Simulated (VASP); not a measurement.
Method: PBE GGA with D3 dispersion (zero damping), VASP's PBE PAW potentials (set 64) (plane waves; VASP).

VASP ran on this input.

### INCAR
```
! general
SYSTEM  = PtSe2
PREC    = Accurate
ENCUT   = 520   ! plane-wave cut-off (eV)
LREAL   = .False.   ! projection in real space or not
LASPH   = .True.

! electronic loop
EDIFF   = 1E-6
NELM    = 100   ! most electronic steps
ALGO    = Normal
LMAXMIX = 6

! smearing
ISMEAR  = 1   ! Methfessel-Paxton
SIGMA   = 0.1   ! width (eV)

! functional
GGA     = PE   ! PBE
IVDW    = 11   ! D3, zero damping

! ions
IBRION  = 2   ! conjugate gradients
NSW     = 60   ! most ionic steps
ISIF    = 3
EDIFFG  = -0.02   ! ionic stop

! output
LWAVE   = .False.
LCHARG  = .False.
```

KPOINTS:
```
Automatic mesh
0
Gamma
8 8 6
0 0 0
```

**POSCAR**
```
PtSe2
1
    1.8988964882    -3.2889854529     0.0000000000
    1.8988964882     3.2889854529    -0.0000000000
    0.0000000000     0.0000000000     4.7944887681
Pt Se
1 2
Direct
  0.0000000000   0.0000000000   0.0000000000
  0.3333330000   0.6666670000   0.2626674943
  0.6666670000   0.3333330000   0.7373325057
```

POTCAR, in this order: Pt Se (PBE.64 set). Program: vasp_std.

Unless said otherwise, spin-orbit coupling is left out, though it shifts the bands of the heavy elements here.

Q: Predict the energy per atom (σ→0), dispersion energy, volume per atom, band gap (on the k-mesh).

A: 
- energy per atom (σ→0) = -5135 meV/atom
- dispersion energy = -1.214 eV
- band gap (on the k-mesh) = none (metal, semimetal or under 0.01 eV)
- volume per atom = 19.70 Å³/atom

### OSZICAR
```
...
       N       E                     dE             d eps       ncg     rms          rms(c)
DAV:   1    -0.141958828579E+02    0.14597E-02   -0.22517E-01  1507   0.347E+00    0.375E-01
DAV:   2    -0.141928174828E+02    0.30654E-02   -0.17106E-02  1598   0.129E+00    0.201E-01
DAV:   3    -0.141921255667E+02    0.69192E-03   -0.16562E-03  1703   0.424E-01    0.850E-02
DAV:   4    -0.141919403483E+02    0.18522E-03   -0.97655E-04  1598   0.206E-01    0.343E-02
DAV:   5    -0.141919415842E+02   -0.12359E-05   -0.68081E-05  1619   0.650E-02    0.185E-02
DAV:   6    -0.141919413111E+02    0.27318E-06   -0.86603E-06  1808   0.303E-02
   7 F= -.15406087E+02 E0= -.15406088E+02  d E =-.836167E-03
```

The compound is PtSe2 in the 1T layered structure. This run relaxes it. Symmetry was kept, so distortions that lower it aren't found. The start is the result of an earlier pass.
